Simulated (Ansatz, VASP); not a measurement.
# Cross-check of GeSb2C (CuAu-ordered zincblende type (invented)) between VASP and Ansatz, part 2 of 2

One calculation is typed for both programs; each brings its own data sets. How far apart do they land? The cell is generated by rule, not measured, and may not be a known phase. The two relaxations start from unlike cells of this crystal (the structure described is Ansatz's start), so only their ends are compared.

VASP 6.6.1 and Ansatz 0.2.0.

So far: Starting point; VASP: relaxation of cell and atoms, LDA.

### 3. Ansatz: relaxation of cell and atoms, LDA

Level of this step: Ansatz beside VASP: Kohn-Sham DFT, plane waves, LDA (Ansatz).

Ansatz runs on its default PAW (the set named soft_2) files.

Its own start cell and the same functional (in two slightly different forms), mesh and smearing now go to Ansatz, which takes its cutoff from its data sets.

input.yaml reads:

```yaml
crystal:
  lattice:
    - [3.91918, 0.0, 0.0]
    - [0.0, 3.91918, 0.0]
    - [0.0, 0.0, 5.54256]
  atoms:
    - { symbol: Ge, position: [0.0, 0.0, 0.0] }
    - { symbol: C, position: [0.5, 0.5, 0.5] }
    - { symbol: Sb, position: [0.0, 0.5, 0.25] }
    - { symbol: Sb, position: [0.5, 0.0, 0.75] }
kpoints:
  mp_grid: { grid: [6, 6, 4] }
hamiltonian:
  xc: lda
scf:
  occupations: { method: gaussian, width: 0.1 }
output:
  forces: true
  stress: true
  eigenvalues: true
relax:
  adjacent_minimum: "off"
  f_tol: 0.05
  max_steps: 80
  cell: { stress_tol: 0.5 }
```

The run is started by

```
ansatz run input.yaml --threads 2 --pin off --max-ram 5120MiB --backend cpu --events-out ev --progress --plain --runs-dir out
```

Numbers of over 12 decimals in the logs are rounded to 6 here.

What it wrote:

```text
The last accepted step is kept in <dir> (removed where the run ends without a failure and the disk answers)
Engine: ansatz 0.2.0, aarch64-unknown-linux-gnu
Pseudopotentials: kind: paw
Pseudopotential: Ge, paw, valence charge 14, recommended cutoff 420 eV (normal), Ge.paw.azcp
Pseudopotential: C, paw, valence charge 4, recommended cutoff 420 eV (normal), C.paw.azcp
Pseudopotential: Sb, paw, valence charge 15, recommended cutoff 420 eV (normal), Sb.paw.azcp
Functional definition: SPW92
  exchange = slater_x
  correlation = pw_c
Crystal: 4 atoms, lattice volume = 85.134 Å³
Basis set: ecut = 420 eV, 1675 PW (Γ)
Bands: 29, of which v1, the nominal top of the filled ones, is band 24 counted from 1 (23 counted from 0)
Symmetry: 8 space group operations
Space group: P-4m2 (ITA 115), of the structure as read, at distance tolerance 4.4e-5 Å
k-points: 30 of 144 (time reversal used)
Non-local potential: Ge, projectors of the file, l = 0: 2, l = 1: 2, l = 2: 3, l = 3: 1
Non-local potential: C, projectors of the file, l = 0: 2, l = 1: 2, l = 2: 1
Non-local potential: Sb, projectors of the file, l = 0: 2, l = 1: 2, l = 2: 2, l = 3: 2
PAW form: soft (Blöchl's): semilocal exchange-correlation on the pseudo side does not see the compensation charge
PAW frozen core: Ge, regenerated for the run's functional, and the local potential with it (the file was generated under x = pbe(κ = 0.804, μ = 0.219515), c = pbe(β = 0.066725))
PAW frozen core: C, regenerated for the run's functional, and the local potential with it (the file was generated under x = pbe(κ = 0.804, μ = 0.219515), c = pbe(β = 0.066725))
PAW frozen core: Sb, regenerated for the run's functional, and the local potential with it (the file was generated under x = pbe(κ = 0.804, μ = 0.219515), c = pbe(β = 0.066725))
PAW one-centre angular grid: Ge, 590 points (default); XC on 64 Gauss nodes
PAW one-centre angular grid: C, 110 points (default); XC on 64 Gauss nodes
PAW one-centre angular grid: Sb, 590 points (default); XC on 64 Gauss nodes
Initial density: superposition of atomic densities (neutral atoms: chi_scale 0, normalization atom), corrected by the library's trained network
Initial wavefunctions: pseudopotential atomic-orbital guess
Functional: x = slater, c = lda
SCF iter   1: F=—  HF=-17124.966552 eV  |F-HF|=—  |Δ(HF+E_count)|=         —  Δρ=1.22e-2  dr2=2.63e-1  ethr=1.77e-3  ⟨swp⟩=6.1  Hψ=3840  notcnv=0
preconditioner: auto → LDOS  [insulator: Δε(μ)=0.116 eV  Ē_g=8.770 eV  σ=0.100 eV  W_gap=0.51  n_scr=20 (ndim 8)  ℏωp=17.1 eV  f_vac=0.012  D(μ)=1.27/eV (n_scr^D=6)  ε∞_Penn≈4.8  β→1.0]
SCF iter   2: F=—  HF=-17124.942431 eV  |F-HF|=—  |Δ(HF+E_count)|=   2.41e-2  Δρ=8.48e-3  dr2=1.31e-1  ethr=5.49e-4  ⟨swp⟩=3.3  Hψ=1785  notcnv=0  defer=16
preconditioner: auto → Kerker (q_TF=auto, 2.480 Å⁻¹)  [metal: Δε(μ)=0.039 eV  Ē_g=8.755 eV  σ=0.100 eV  W_gap=0.22  n_scr=20 (ndim 8)  ℏωp=17.1 eV  f_vac=0.008  D(μ)=1.81/eV (n_scr^D=6)  β→0.5]
SCF iter   3: F=—  HF=-17124.919007 eV  |F-HF|=—  |Δ(HF+E_count)|=   2.34e-2  Δρ=1.13e-3  dr2=8.02e-4  ethr=2.72e-4  ⟨swp⟩=2.0  Hψ=1096  notcnv=0  defer=16
SCF iter   4: F=—  HF=-17124.918910 eV  |F-HF|=—  |Δ(HF+E_count)|=   9.72e-5  Δρ=2.75e-4  dr2=6.27e-5  ethr=1.67e-6  ⟨swp⟩=2.1  Hψ=1567  notcnv=0  defer=16
SCF iter   5: F=—  HF=-17124.918869 eV  |F-HF|=—  |Δ(HF+E_count)|=   4.10e-5  Δρ=1.18e-4  dr2=2.00e-5  ethr=1.31e-7  ⟨swp⟩=2.0  Hψ=1229  notcnv=0  defer=11
SCF iter   6: F=—  HF=-17124.918865 eV  |F-HF|=—  |Δ(HF+E_count)|=   3.12e-6  Δρ=4.23e-5  dr2=3.28e-6  ethr=4.17e-8  ⟨swp⟩=2.9  Hψ=1588  notcnv=0  defer=11
SCF iter   7: F=—  HF=-17124.918865 eV  |F-HF|=—  |Δ(HF+E_count)|=   4.61e-7  Δρ=1.76e-5  dr2=5.51e-7  ethr=6.83e-9  ⟨swp⟩=2.6  Hψ=1503  notcnv=0  defer=11
SCF iter   8: F=-17124.918865 eV  HF=-17124.918865 eV  |F-HF|=3.08e-8  |Δ(HF+E_count)|=   1.18e-7  Δρ=5.20e-6  dr2=4.72e-8  ethr=2.08e-10  ⟨swp⟩=7.6  Hψ=3530  notcnv=0
SCF 1 converged in 8 iterations: F = -17124.918865 eV  dr2 = 4.72e-8
  greatest PAW one-centre occupation: 0.998 electrons in one spin orbital (limit 2), on the Ge atom at site 0 (counted from 0), in its partial waves of l = 2
relax step   1: F+E_penalty+E_count = -17124.91886488 eV  Δ(F+E_penalty+E_count) = +0.000e0 eV  max|allowed force component| = 3.951e0 eV/Å  Δτ_max = 0.0000 Å  P = +10.562 GPa  Ω = 85.134 Å³  (8 SCF iters, dr2 threshold 1.00e-7 eV, accepted)
[...]
relax step  10: F+E_penalty+E_count = -17126.62132436 eV  Δ(F+E_penalty+E_count) = -7.589e-3 eV  max|allowed force component| = 1.265e-2 eV/Å  Δτ_max = 0.0000 Å  P = +0.420 GPa  Ω = 86.601 Å³  stress off target by 5.09e-1 GPa  SCF on the basis re-selected at this cell (its energy is not comparable with the rows above)  (6 SCF iters)
[...]
relax step  11: F+E_penalty+E_count = -17126.62174154 eV  Δ(F+E_penalty+E_count) = -4.172e-4 eV  max|allowed force component| = 3.309e-3 eV/Å  Δτ_max = 0.0018 Å  P = +0.041 GPa  Ω = 86.955 Å³  energy of the carried Pulay correction = -2.477e-4 eV  (4 SCF iters, dr2 threshold 4.00e-7 eV, accepted)
[...]
relax step  12: F+E_penalty+E_count = -17126.62197368 eV  Δ(F+E_penalty+E_count) = -2.321e-4 eV  max|allowed force component| = 3.329e-3 eV/Å  Δτ_max = 0.0000 Å  P = +0.039 GPa  Ω = 86.955 Å³  stress off target by 4.55e-2 GPa  SCF on the basis re-selected at this cell (its energy is not comparable with the rows above)  (5 SCF iters)
basis re-selected at this cell: Δ(F+E_penalty+E_count) = -2.321e-4 eV, ΔP = -0.002 GPa vs the last step (what re-selecting the basis moved, of the pressure what is left beyond the Pulay correction that the steps carried, after the strain that the cell walked since its last selection, with what the two solves' SCF thresholds leave and, on support functions, any second-order correction that the steps lacked; it is no m [...]
SCF converged after 5 iterations
Free energy (F): -17126.621974 eV
Harris-Foulkes:  -17126.621974 eV  (|F-HF|=3.82e-10)
Internal energy: -17126.616183 eV  (E = F + TS)
E sigma→0 (E₀):  -17126.619079 eV
Entropy (-TS):   -0.005790 eV (-1.448 meV/atom)
Fermi energy:    9.783009 eV
--- Per-component energies (eV) ---
  E_band       = -471.002351
  E_kinetic    = 613.528077
  E_local      = -5733.528695  (includes V_loc(G=0)·N_el)
  E_nonlocal   = 1184.389012
  E_hartree    = 2549.301576
  E_xc         = -398.323782
  E_vxc        = -318.688403  (∫ρ·V_xc dr)
  E_paw        = -10886.209438  (= ΣΔE_a)
  E_vpaw       = -1315.305376  (= ΣTr[D̂ρ^β])
  E_aug_tail   = 0.000282  (compensation charges beyond the density's cutoff)
  E_ewald      = -4458.862021
  E_core_change = 3.088806  (= ΣΔE_core)
  E_smearing   = -0.005790  (= −TS)
  E_closure    = 0.000000  (closes the sum)
  Σ components = -17126.621974   (vs F -17126.621974, Δ=0.00e0)
--- Forces (eV/Å), atoms counted from 1 ---
  atom   1  Ge     0.00000000     0.00000000    -0.00000000
  atom   2  C     -0.00000000     0.00000000    -0.00000000
  atom   3  Sb     0.00000000    -0.00000000     0.00332898
  atom   4  Sb     0.00000000    -0.00000000    -0.00332898
  max |Σ_I F_I| component: 1.39e-16 eV/Å
--- Stress (GPa, compression-positive) ---
        0.045549      -0.000000      -0.000000
       -0.000000       0.045549      -0.000000
       -0.000000      -0.000000       0.026929
  P = ⅓ Tr σ = 0.0393 GPa (0.393 kbar)
--- Band table (eV; the first three rows and the last of 30) ---
  k-point 0: bands = [... 20 lower, 6.8976, 8.0939, 8.6001, 8.6001, 9.6349, 9.7111, 12.3031, 12.6239, ... 1 higher]
  k-point 1: bands = [... 20 lower, 5.9162, 8.1227, 8.1227, 8.4115, 9.1678, 10.8696, 12.0942, 12.7243, ... 1 higher]
  k-point 2: bands = [... 20 lower, 4.9803, 7.6243, 7.6243, 8.3998, 8.8949, 11.9492, 12.5729, 12.8729, ... 1 higher]
  k-point 29: bands = [... 20 lower, 5.1672, 5.1672, 6.0175, 12.4709, 12.4709, 13.9111, 14.4885, 14.6978, ... 1 higher]
--- Relaxed structure (10 steps of the walk, 10 accepted, 2 SCFs on fresh bases) ---
  F+E_penalty+E_count = -17126.62197368 eV   max|allowed force component| = 3.329e-3 eV/Å   (the final SCF, on the basis selected at the relaxed cell)
  cell:  # Å, volume = 86.9547 Å³
    - [4.235244, 0, 3.995493713161347e-17]
    - [0, 4.235244, 0]
    - [5.650483936644797e-17, 0, 4.847704]
  atoms:
    - { symbol: Ge, position: [0, 0, 3.129823539982972e-19] }
    - { symbol: C, position: [0.5, 0.5, 0.500000] }
    - { symbol: Sb, position: [-3.1324497320570386e-18, 0.5, 0.329803] }
    - { symbol: Sb, position: [0.5, 0, 0.670197] }
```

Reading the cycles: dr2 is the Hartree energy of the density residual (eV), the measure of convergence; HF is the Harris–Foulkes estimate of the energy, which meets the free energy F at convergence.

### 4. Comparison

Known differences besides the potentials themselves: the two LDA forms differ slightly; the data sets hold 48 valence electrons in Ansatz (on its default PAW (the set named soft_2) files) and 28 in VASP; the cutoff is 420 eV in Ansatz and 600 eV in VASP; VASP's log shows a relativistic correction to its local exchange, Ansatz's none; Ansatz adds a Pulay correction to the stress that steers its cell, VASP none. Total energies have different zeros and are not compared.

Both answers:

| quantity | Ansatz | VASP | difference |
| --- | --- | --- | --- |
| volume (Å³) | 86.95 | 87.30 | -0.39 % |
| edge a after relaxation, in the typed setting (Å) | 4.235 | 4.243 | -0.19 % |
| edge c after relaxation, in the typed setting (Å) | 4.848 | 4.848 | -0.01 % |

### 5. What came out

```
difference in volume (relaxation of cell and atoms, LDA) : -0.39 %
```

In words: The difference in volume is -0.39 % (relaxation of cell and atoms, LDA), within the 1.2 % picked in this series as the mark of a large difference, as far as the stopping tolerances let one tell. The data sets hold unlike numbers of valence electrons (48 in Ansatz and 28 in VASP), so part of the differences comes from the potentials. 1 further run of this series is not shown here. How closely two codes agree says nothing of how well the functional describes the real material.

[Lines on the potential files, build, host, timing and source positions are cut from VASP's logs without a mark.]

[Logs are printed without paths, hosts, clocks, repeated set-up lines and the standing remarks that a program may print on its own settings, such as how far it seeks lower states.]

[Hosts, paths, dates, database ids (printed as entryN), source tags and the programs' standing remarks are cut or masked in the printed files.]
